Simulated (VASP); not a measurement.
OSZICAR of a VASP run on WSi$_{2}$ (space group I4/mmm):

File OSZICAR:
```
       N       E                     dE             d eps       ncg     rms          rms(c)
DAV:   1     0.865161647459E+02    0.86516E+02   -0.80470E+03   180   0.976E+02
DAV:   2    -0.231202998982E+02   -0.10964E+03   -0.10873E+03   215   0.270E+02
DAV:   3    -0.252819053065E+02   -0.21616E+01   -0.21593E+01   229   0.379E+01
DAV:   4    -0.252971595760E+02   -0.15254E-01   -0.15250E-01   222   0.362E+00
DAV:   5    -0.252973276780E+02   -0.16810E-03   -0.16810E-03   229   0.345E-01    0.232E+01
DAV:   6    -0.245496418583E+02    0.74769E+00   -0.65479E+00   194   0.174E+01    0.738E+00
DAV:   7    -0.244428827620E+02    0.10676E+00   -0.96448E-01   194   0.550E+00    0.549E+00
DAV:   8    -0.243990276814E+02    0.43855E-01   -0.12946E-01   201   0.303E+00    0.304E-01
DAV:   9    -0.243985703459E+02    0.45734E-03   -0.47668E-03   208   0.478E-01    0.209E-01
DAV:  10    -0.243984622841E+02    0.10806E-03   -0.41261E-04   208   0.211E-01    0.418E-02
DAV:  11    -0.243984541978E+02    0.80862E-05   -0.39286E-05   222   0.538E-02    0.206E-02
DAV:  12    -0.243984525938E+02    0.16041E-05   -0.31382E-06   199   0.144E-02    0.367E-03
DAV:  13    -0.243984525012E+02    0.92577E-07   -0.37746E-07   118   0.434E-03
   1 F= -.24398453E+02 E0= -.24394471E+02  d E =-.796206E-02
```

Task: Which electronic solver shows in the log?

Result: It is blocked Davidson (ALGO = Normal, or the opening steps of other solvers). The INCAR had ALGO = Normal.

Task: Can the final energy be trusted as converged?

Result: The run converged. It stopped with EDIFF = 1E-6, NELM = 100 (PBE GGA, plane waves, VASP's PBE PAW potentials (set 64)).

The structure is a typed WSi2 crystal. The cell was not relaxed at this level. The k-mesh is coarse (spacing up to 0.91 per Å, 2π included), so the numbers may not be converged in it. The run is one of a series of settings (KPOINTS 3×3×3 Γ-centred mesh against the base run), some of them coarse on purpose.
